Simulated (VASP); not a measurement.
Input:

```
MgS
1.0
    0.00000     2.55808     2.55808
    2.55808     0.00000     2.55808
    2.55808     2.55808     0.00000
Mg S
1 1
Direct
  0.00000   0.00000   0.00000
  0.50000   0.50000   0.50000
```

All values below come from PBE GGA, VASP's PBE PAW potentials (set 64) (plane waves; VASP 6.6.1). Settings: 520 eV cut-off, 9×9×9 Γ-centred mesh, Gaussian smearing of 0.050 eV, potentials Mg S.

Task: Give the stress tensor in GPa (positive for a compressed cell).

Result: 
```
5.26  0.00  0.00
0.00  5.26  0.00
0.00  0.00  5.26
```
The pressure is its mean diagonal, 5.26 GPa.

The compound is MgS in the rock salt structure. This cell is one point of a volume scan, at 0.94 of the reference volume.
